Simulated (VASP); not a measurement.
Calculation: PBE GGA, VASP's PBE PAW potentials (set 64) (plane waves; VASP).

Input for VASP

KPOINTS:
```
K-points
0
gamma
7 7 7
```

**POSCAR**
```
PbF2
1
    0.0000000000     2.9970633655     2.9970633655
    2.9970633655     0.0000000000     2.9970633655
    2.9970633655     2.9970633655     0.0000000000
Pb F
1 2
Direct
  1.0000000000   0.0000000000   1.0000000000
  0.2500000000   0.2500000000   0.2500000000
  0.7500000000   0.7500000000   0.7500000000
```

INCAR:
```
ALGO=Normal
EDIFF=1E-7
ENCUT=520
GGA=PE
ISIF=2
ISMEAR=-5
LASPH=.TRUE.
LCHARG=.TRUE.
LEFG=.TRUE.
LMAXMIX=4
LORBIT=11
LREAL=.FALSE.
LWAVE=.FALSE.
NEDOS=601
NELM=100
PREC=Accurate
SYSTEM=PbF2
```

POTCAR, in this order: Pb_d F (PBE.64 set). Program: vasp_std.

What VASP printed:

File OSZICAR:
```
       N       E                     dE             d eps       ncg     rms          rms(c)
DAV:   1     0.300002645771E+03    0.30000E+03   -0.15033E+04   720   0.175E+03
DAV:   2     0.960258883355E+01   -0.29040E+03   -0.27815E+03   832   0.452E+02
DAV:   3    -0.156344420937E+02   -0.25237E+02   -0.25003E+02   850   0.152E+02
DAV:   4    -0.163351978929E+02   -0.70076E+00   -0.69999E+00   810   0.259E+01
DAV:   5    -0.163560466377E+02   -0.20849E-01   -0.20848E-01   826   0.447E+00    0.807E+00
DAV:   6    -0.143663952408E+02    0.19897E+01   -0.10671E+01   946   0.271E+01    0.277E+00
DAV:   7    -0.143573602389E+02    0.90350E-02   -0.46865E-01   724   0.468E+00    0.157E+00
DAV:   8    -0.143519798940E+02    0.53803E-02   -0.10519E-01   720   0.396E+00    0.490E-01
DAV:   9    -0.143496455669E+02    0.23343E-02   -0.20687E-02   820   0.109E+00    0.102E-01
DAV:  10    -0.143508192147E+02   -0.11736E-02   -0.17540E-03   720   0.482E-01    0.312E-02
DAV:  11    -0.143507983732E+02    0.20841E-04   -0.13491E-04   760   0.127E-01    0.139E-02
DAV:  12    -0.143508093675E+02   -0.10994E-04   -0.69617E-05   824   0.891E-02    0.123E-02
DAV:  13    -0.143508070472E+02    0.23203E-05   -0.25386E-05   852   0.537E-02    0.281E-03
DAV:  14    -0.143508070329E+02    0.14288E-07   -0.13095E-06   742   0.864E-03    0.591E-04
DAV:  15    -0.143508070596E+02   -0.26648E-07   -0.25646E-08   430   0.136E-03
   1 F= -.14350807E+02 E0= -.14350807E+02  d E =0.000000E+00
```

**OUTCAR**
```
------------------------ aborting loop because EDIFF is reached ----------------------------------------
  FORCE on cell =-STRESS in cart. coord.  units (eV):
  Direction    XX          YY          ZZ          XY          YZ          ZX
  --------------------------------------------------------------------------------------
  Total        0.0070606      0.0070606      0.0070606     -0.0000000      0.0000000     -0.0000000
  in kB        0.2101033      0.2101033      0.2101033     -0.0000000      0.0000000     -0.0000000
  external PRESSURE =       0.2101033 kB  Pullay stress =       0.0000000 kB
  volume of cell :       53.84
      direct lattice vectors                 reciprocal lattice vectors
     0.000000000  2.997063365  2.997063365    -0.166829973  0.166829973  0.166829973
     2.997063365  0.000000000  2.997063365     0.166829973 -0.166829973  0.166829973
     2.997063365  2.997063365  0.000000000     0.166829973  0.166829973 -0.166829973
 POSITION                                       TOTAL-FORCE (eV/Angst)
 -----------------------------------------------------------------------------------
      0.00000      0.00000      0.00000        -0.000000      0.000000     -0.000000
      1.49853      1.49853      1.49853        -0.000000     -0.000000     -0.000000
      4.49560      4.49560      4.49560         0.000000      0.000000      0.000000
 -----------------------------------------------------------------------------------
    total drift:                                0.000000     -0.000000      0.000000
  FREE ENERGIE OF THE ION-ELECTRON SYSTEM (eV)
  ---------------------------------------------------
  free  energy   TOTEN  =       -14.3508070596 eV

  energy  without entropy=      -14.3508070596  energy(sigma->0) =      -14.35080706

 total charge

# of ion       s       p       d       tot
------------------------------------------
    1        1.551   0.274   9.862  11.688
    2        1.741   4.320   0.000   6.062
    3        1.741   4.320   0.000   6.062
--------------------------------------------------
tot          5.034   8.915   9.862  23.811

 Electric field gradients after diagonalization (V/A^2)
 (convention: |V_zz| > |V_xx| > |V_yy|)
----------------------------------------------------------------------
 ion       V_xx      V_yy      V_zz     asymmetry (V_yy - V_xx)/ V_zz
----------------------------------------------------------------------
   1       0.001     0.001    -0.002       0.000
   2      -0.004    -0.004     0.008       0.000
   3      -0.004    -0.004     0.008       0.000
```
(Selected blocks of OUTCAR.)

The compound is PbF2 in the fluorite structure, the β form. It was relaxed first.
